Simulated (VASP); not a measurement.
## A VASP study of P2W (rev-vdW-DF2): structure first, properties next

What structure and properties does rev-vdW-DF2 give P2W, and how near are they to the measured ones? The steps: full relaxation (rev-vdW-DF2), second relaxation, single point with fields (rev-vdW-DF2), bands along the symmetry lines (rev-vdW-DF2), density of states (rev-vdW-DF2), zone-centre phonons (rev-vdW-DF2), field gradients at the nuclei (rev-vdW-DF2), independent-particle dielectric function (rev-vdW-DF2) and relaxing the atoms (rev-vdW-DF2), changed input. The start is a cell from a database of measured crystal structures.

Program: VASP 6.6.1. Level of theory: rev-vdW-DF2; plane waves and PAW (P, W). Results are calculated unless marked as measured.

**Measured values to reproduce.**

For WP2, alpha, monoclinic OsGe2-type (crystal grown by iodine chemical vapour transport), “Extremely large magnetoresistance in topologically trivial semimetal alpha-WP2” (2018, arxiv:1804.03879) gives, by single-crystal X-ray diffraction: lattice constant a (a of monoclinic C2/m cell) 8.49 ± 0.001 Å; lattice constant b (b of monoclinic C2/m cell) 3.1615 ± 0.0003 Å; lattice constant c (c of monoclinic C2/m cell) 7.456 ± 0.001 Å.

**1. The starting structure**

Before any relaxation, the start is as follows. It takes space group C2/m (No. 12, monoclinic). Conventional cell: a = 8.500 Å, b = 3.168 Å, c = 7.466 Å, α = 90.00°, β = 119.37°, γ = 90.00°. P has 1 P at 2.19 Å and 3 W at 2.46 to 2.48 Å nearest. Nearest to P lie 5 W at 2.49 to 2.64 Å. W has 8 P at 2.46 to 2.64 Å nearest. Farther neighbours are not listed.

**2. Full relaxation (rev-vdW-DF2)**

The start need not lie at this functional's minimum. ISIF = 3 frees volume, shape and positions, and EDIFFG sets the threshold on forces and stress at which the search stops. rev-vdW-DF2 revises the exchange of vdW-DF2 for solids. LUSE_VDW switches on a nonlocal correlation term for dispersion.

Input file INCAR:

```
SYSTEM = P2W
PREC = Accurate
ENCUT = 400
EDIFF = 1E-06
NELM = 100
ISMEAR = 0
SIGMA = 0.05
LREAL = .FALSE.
ALGO = Normal
GGA = MK
AGGAC = 0
LUSE_VDW = .TRUE.
PARAM1 = 0.1234
PARAM2 = 0.711357
ZAB_VDW = -1.8867
LASPH = .TRUE.
NBANDS = 22
LORBIT = 11
LWAVE = .FALSE.
LCHARG = .FALSE.
KPAR = 4
IBRION = 2
NSW = 60
ISIF = 3
EDIFFG = -0.01
```

Input file POSCAR:

```
P2W
1.0
    0.0000000000     -3.1680000000      0.0000000000
   -4.2500000000      1.5840000000      0.0000000000
   -0.5886594961      1.5840000000     -6.5065921737
P W
4 2
Direct
    0.8620000000      0.7481000000      0.9759000000
    0.1380000000      0.2519000000      0.0241000000
    0.4012000000      0.1992000000      0.6032000000
    0.5988000000      0.8008000000      0.3968000000
    0.1582000000      0.6099000000      0.7065000000
    0.8418000000      0.3901000000      0.2935000000
```

Input file KPOINTS:

```
Automatic mesh
0
Gamma
8 8 8
0 0 0
```

PAW data sets: P and W (PBE family, release 64).

On the command line:

```console
$ mpirun -np 4 vasp_std
```

What it wrote:

```text
[banner, memory and clock lines left out]
running    4 mpi-ranks, on    1 nodes
 distrk:  each k-point on    1 cores,    4 groups
 distr:  one band on    1 cores,    1 groups

 POSCAR found type information on POSCAR P W
 POSCAR found :  2 types and       6 ions
|                                                                             |
|               ----> ADVICE to this user running VASP <----                  |
|                                                                             |
|     You have switched on vdW-DFT.                                           |
|     This routine was written and supplied by Jiri Klimes. We recommend      |
|     that you carefully read and cite the following publications:            |
|       J. Klimes, D.R. Bowler, A. Michelides                                 |
|          J. Phys.: Cond Matt. 22 022201 (2010)                              |
|       J. Klimes, D.R. Bowler, A. Michelides                                 |
|          Phys. Rev. B. 83, 195131 (2011)                                    |
|     and references therein.                                                 |
|                                                                             |

|                                                                             |
|               ----> ADVICE to this user running VASP <----                  |
|                                                                             |
|     You enforced a specific xc type in the INCAR file but a different       |
|     [... a line on the potential file left out ...]
|     I HOPE YOU KNOW WHAT YOU ARE DOING!                                     |
|                                                                             |

 LDA part: xc-table for (Slater+PW92), standard interpolation
 POSCAR, INCAR and KPOINTS ok, starting setup
 FFT: planning ... GRIDC
 FFT: planning ... GRID_SOFT
 FFT: planning ... GRID
 WAVECAR not read
 entering main loop
       N       E                     dE             d eps       ncg     rms          rms(c)
DAV:   1     0.994576237258E+02    0.99458E+02   -0.11906E+04  6600   0.104E+03
DAV:   2    -0.351550640828E+02   -0.13461E+03   -0.12666E+03  8680   0.232E+02
DAV:   3    -0.432175177163E+02   -0.80625E+01   -0.77610E+01  9208   0.513E+01
DAV:   4    -0.433948409319E+02   -0.17732E+00   -0.17546E+00  9042   0.783E+00
DAV:   5    -0.433987132437E+02   -0.38723E-02   -0.38664E-02  9114   0.105E+00    0.372E+01
DAV:   6    -0.419976905640E+02    0.14010E+01   -0.75414E+00 10308   0.134E+01    0.153E+01
DAV:   7    -0.417927707339E+02    0.20492E+00   -0.20504E+00  9174   0.824E+00    0.995E+00
DAV:   8    -0.416697399699E+02    0.12303E+00   -0.36734E-01  9428   0.395E+00    0.480E-01
DAV:   9    -0.416694579290E+02    0.28204E-03   -0.31152E-02  8818   0.103E+00    0.387E-01
DAV:  10    -0.416693181495E+02    0.13978E-03   -0.20339E-03  8350   0.278E-01    0.222E-01
DAV:  11    -0.416693090562E+02    0.90933E-05   -0.34539E-04  8560   0.106E-01    0.768E-02
DAV:  12    -0.416693251030E+02   -0.16047E-04   -0.75517E-05  8690   0.490E-02    0.168E-02
DAV:  13    -0.416693238729E+02    0.12302E-05   -0.48644E-06  8388   0.142E-02    0.775E-03
DAV:  14    -0.416693234750E+02    0.39787E-06   -0.82695E-07  5678   0.559E-03
   1 F= -.41669323E+02 E0= -.41668452E+02  d E =-.416693E+02
 curvature:   0.00 expect dE= 0.000E+00 dE for cont linesearch  0.000E+00
 trial: gam= 0.00000 g(F)=  0.241E-02 g(S)=  0.370E-01 ort = 0.000E+00 (trialstep = 0.100E+01)
 search vector abs. value=  0.394E-01
 bond charge predicted
       N       E                     dE             d eps       ncg     rms          rms(c)
DAV:   1    -0.416839414785E+02   -0.14618E-01   -0.13831E+00  6924   0.671E+00    0.267E+00
DAV:   2    -0.416633363447E+02    0.20605E-01   -0.39620E-02  8208   0.118E+00    0.171E+00
DAV:   3    -0.416536268258E+02    0.97095E-02   -0.27089E-02  7710   0.861E-01    0.384E-01
DAV:   4    -0.416534299494E+02    0.19688E-03   -0.12916E-03  8124   0.201E-01    0.118E-01
DAV:   5    -0.416534093951E+02    0.20554E-04   -0.71594E-05  9202   0.536E-02    0.571E-02
DAV:   6    -0.416534068920E+02    0.25031E-05   -0.11245E-05  8624   0.196E-02    0.105E-02
DAV:   7    -0.416534069864E+02   -0.94411E-07   -0.94404E-07  5808   0.617E-03
   2 F= -.41653407E+02 E0= -.41652500E+02  d E =0.159165E-01
[...]
3 F= -.41676170E+02 E0= -.41675288E+02  d E =-.684622E-02
[...]
4 F= -.41676770E+02 E0= -.41675888E+02  d E =-.600451E-03
[...]
5 F= -.41676848E+02 E0= -.41675968E+02  d E =-.678147E-03
[...]
6 F= -.41676969E+02 E0= -.41676076E+02  d E =-.121464E-03
[...]
7 F= -.41676975E+02 E0= -.41676078E+02  d E =-.127092E-03
 curvature:  -0.73 expect dE=-0.214E-04 dE for cont linesearch -0.331E-07
 trial: gam= 0.12954 g(F)=  0.250E-04 g(S)=  0.447E-05 ort = 0.339E-05 (trialstep = 0.101E+01)
 search vector abs. value=  0.346E-04
 bond charge predicted
       N       E                     dE             d eps       ncg     rms          rms(c)
DAV:   1    -0.416769885922E+02   -0.13323E-04   -0.17484E-03  6612   0.219E-01    0.209E-02
DAV:   2    -0.416769918344E+02   -0.32422E-05   -0.59630E-05  8744   0.485E-02    0.718E-03
DAV:   3    -0.416769911195E+02    0.71488E-06   -0.15600E-06  6116   0.856E-03
   8 F= -.41676991E+02 E0= -.41676097E+02  d E =-.161801E-04
 trial-energy change:   -0.000016  1 .order   -0.000017   -0.000030   -0.000004
 step:   1.1739(harm=  1.1739)  dis= 0.00059  next Energy=   -41.676992 (dE=-0.176E-04)
 reached required accuracy - stopping structural energy minimisation
```

It took 9.3 min on 4 MPI ranks of AMD EPYC 7R43, shared host; peak memory 2 GiB.

Lines that name or quote the potential files are left out of all logs, and their timing lines are given in words.

Parts of OUTCAR (step 2):

```text
ion  position               nearest neighbor table
   1  0.862  0.748  0.976-   2 2.19   6 2.46   5 2.48   5 2.48   2 2.63   2 2.63
   2  0.138  0.252  0.024-   1 2.19   5 2.46   6 2.48   6 2.48   1 2.63   1 2.63
   3  0.401  0.199  0.603-   5 2.49   5 2.49   5 2.53   6 2.64   6 2.64   4 2.76   4 2.76   4 2.78

  LATTYP: Found a base centered monoclinic cell.
 ALAT       =     8.5000000000
 B/A-ratio  =     0.3727058824
 C/A-ratio  =     0.8783529412
 COS(beta)  =    -0.4904018891

 Subroutine GETGRP returns: Found  4 space group operations
 (whereof  4 operations were pure point group operations)

The static configuration has the point symmetry C_2h.

 Found    150 irreducible k-points:

   k-points           NKPTS =    150   k-points in BZ     NKDIM =    150   number of bands    NBANDS=     22

   dimension x,y,z NGX =    24 NGY =   30 NGZ =   48
   dimension x,y,z NGXF=    48 NGYF=   60 NGZF=   96

   ENCUT  =  400.0 eV  29.40 Ry    5.42 a.u.   5.17  7.40 10.96*2*pi/ulx,y,z

   NELECT =      32.0000    total number of electrons

 k-points in reciprocal lattice and weights: Automatic mesh
   0.00000000  0.00000000  0.00000000       0.002
   0.12500000  0.00000000 -0.00000000       0.008
   0.25000000  0.00000000 -0.00000000       0.008
   0.37500000 -0.00000000  0.00000000       0.008
   0.50000000  0.00000000 -0.00000000       0.004
   0.00000000  0.12500000  0.00000000       0.004
   0.12500000  0.12500000 -0.00000000       0.008
   0.25000000  0.12500000 -0.00000000       0.008
   0.37500000  0.12500000 -0.00000000       0.008
[...]
0.00000000  0.37500000  0.50000000       0.004
   0.00000000  0.50000000  0.50000000       0.002

 average (electrostatic) potential at core
       1 -80.3158       2 -80.3158       3 -80.2224       4 -80.2224       5 -36.5535
       6 -36.5535

 E-fermi :   9.2857

 k-point     1 :       0.0000    0.0000    0.0000
  band No.  band energies     occupation
    ...
     12       6.2908      2.00000
     13       6.9545      2.00000
     14       7.1161      2.00000
     15       7.5240      2.00000
     16       8.9428      2.00000
     17       9.7145      0.00000
     18      10.2446      0.00000
     19      11.0528      0.00000
     20      12.1843      0.00000
     21      12.8381      0.00000
    ...

 k-point     2 :       0.1250    0.0000   -0.0000
  band No.  band energies     occupation
    ...
     12       6.2121      2.00000
     13       6.2767      2.00000
     14       6.9890      2.00000
     15       7.4549      2.00000
     16       9.1069      2.00000
     17       9.6856      0.00000
     18      10.3026      0.00000
     19      11.1539      0.00000
     20      12.2071      0.00000
     21      12.6019      0.00000
    ...

 k-point     3 :       0.2500    0.0000   -0.0000
  band No.  band energies     occupation
    ...
     12       5.8799      2.00000
     13       6.1403      2.00000
     14       6.6669      2.00000
     15       7.1298      2.00000
     16       9.1708      1.99885
     17       9.3394      0.12912
     18      10.6779      0.00000
     19      11.4113      0.00000
     20      11.7265      0.00000
     21      12.4754      0.00000
    ...

Total vdW correction in eV:      3.2431358

  Total       -0.0199044     -0.0070517      0.0043131      0.0000000      0.0000000     -0.0164717
  in kB       -0.3600824     -0.1275694      0.0780270      0.0000000      0.0000000     -0.2979841
  external PRESSURE =      -0.1365416 kB  Pullay stress =       0.0000000 kB

  energy-cutoff  :      400.00
  volume of cell :       88.56
      direct lattice vectors                 reciprocal lattice vectors
     0.000000000 -3.181790423  0.000000000    -0.117201172 -0.314288456 -0.065935946
    -4.264865461  1.590895211 -0.002316912    -0.234485583  0.000000000  0.021349807
    -0.594263452  1.590895211 -6.526813607     0.000083239  0.000000000 -0.153221698

 POSITION                                       TOTAL-FORCE (eV/Angst)
 -----------------------------------------------------------------------------------
     -3.77403      0.00000     -6.36500        -0.003540      0.000000     -0.000991
     -1.08510      0.00000     -0.16413         0.003540      0.000000      0.000991
     -1.20626     -0.00000     -3.93094         0.003592     -0.000000      0.001519
     -3.65287      0.00000     -2.59819        -0.003592     -0.000000     -0.001519
     -3.01974      1.59090     -4.61272         0.004775     -0.000000      0.001363
     -1.83939     -1.59090     -1.91641        -0.004775      0.000000     -0.001363
 -----------------------------------------------------------------------------------
    total drift:                               -0.000000      0.000000     -0.000000

  FREE ENERGIE OF THE ION-ELECTRON SYSTEM (eV)
  ---------------------------------------------------
  free  energy   TOTEN  =       -41.6769911195 eV

  energy  without entropy=      -41.6752021849  energy(sigma->0) =      -41.67609665

Total vdW correction in eV:      3.2431237

 reached required accuracy - stopping structural energy minimisation

 total charge
# of ion       s       p       d       tot
------------------------------------------
    1        1.033   1.446   0.000   2.479
    2        1.033   1.446   0.000   2.479
    3        1.037   1.412   0.000   2.450
    4        1.037   1.412   0.000   2.450
    5        0.562   0.684   4.422   5.668
    6        0.562   0.684   4.422   5.668
--------------------------------------------------
tot          5.264   7.086   8.843  21.193

[... 3 further parts left out ...]
```

CONTCAR:

```
P2W
   1.00000000000000
     0.0000000000000000   -3.1817904227319422    0.0000000000000000
    -4.2648654611379682    1.5908952113659711   -0.0023169121291721
    -0.5942634521811772    1.5908952113659711   -6.5268136070864884
  P               W
     4     2
Direct
     0.8620029658721285    0.7490643293925757    0.9749416023516816
     0.1379970341278713    0.2509356706074244    0.0250583976483183
     0.4005650710109365    0.1989252768608664    0.6022048651609996
     0.5994349289890634    0.8010747231391334    0.3977951348390005
     0.1580616581811573    0.6096052188416133    0.7065180975207010
     0.8419383418188426    0.3903947811583865    0.2934819024792989
```

The PAW data sets were made with PBE, which is usual practice but a small mismatch for other functionals. The data set W keeps the semicore shell frozen, which is cheaper and a little less accurate. The run keeps the 4 symmetry operations of its start, so it cannot find a distortion of lower symmetry.

Step by step:

```
step  energy less that of the first step (eV)  largest force (eV/Å)  pressure (GPa)  volume (Å³)
   1                                   0.0000                0.1185            2.26        87.60
   2                                   0.0159                0.1839           -3.99        90.25
   3                                  -0.0068                0.0700           -0.04        88.53
   4                                  -0.0074                0.0324           -0.02        88.55
   5                                  -0.0075                0.0283           -0.01        88.57
   6                                  -0.0076                0.0123            0.01        88.56
   7                                  -0.0077                0.0104            0.01        88.55
   8                                  -0.0077                0.0050           -0.01        88.56
```

```
     cell as run  before   after  change
           a (Å)   3.168   3.182  +0.4 %
           b (Å)   4.536   4.552  +0.4 %
           c (Å)   6.722   6.744  +0.3 %
           α (°)   80.54   80.47  -0.1 %
           β (°)  103.63  103.64  +0.0 %
           γ (°)  110.44  110.46  +0.0 %
volume (Å³/atom)   14.60   14.76  +1.1 %
```

The relaxed structure:

```
P W
1.0
     0.00000   -3.18179    0.00000
    -4.26487    1.59090   -0.00232
    -0.59426    1.59090   -6.52681
P W
4 2
Direct
  0.86200 0.74906 0.97494
  0.13800 0.25094 0.02506
  0.40057 0.19893 0.60220
  0.59943 0.80107 0.39780
  0.15806 0.60961 0.70652
  0.84194 0.39039 0.29348
```

This step gave:

- electrons: 32
- bands: 22
- irreducible k-points: 150
- symmetry operations: 4
- free energy (TOTEN): -41.68 eV
- energy at zero smearing: -41.68 eV
- Fermi energy: 9.286 eV
- pressure: -0.01365 GPa
- metallic: yes
- SCF cycles over all ionic steps: 48

It ends with a largest force of 0.005 eV/Å and a pressure of -0.01 GPa. The volume lies +1.1 % from that of the database's start.

(Continued in part 2 of 6.)

[Lines on the potential files, build, host, timing and source positions are cut from VASP's logs without a mark.]

[Logs are printed without paths, hosts, clocks, repeated set-up lines and the standing remarks that a program may print on its own settings, such as how far it seeks lower states.]

[Hosts, paths, dates, database ids (printed as entryN), source tags and the programs' standing remarks are cut or masked in the printed files.]

[A measured line is paired with the nearest computed mode of its activity, which favours agreement.]

[In band tables of VASP the shares of atoms and orbitals are scaled to a sum of 1 inside the atoms' spheres.]
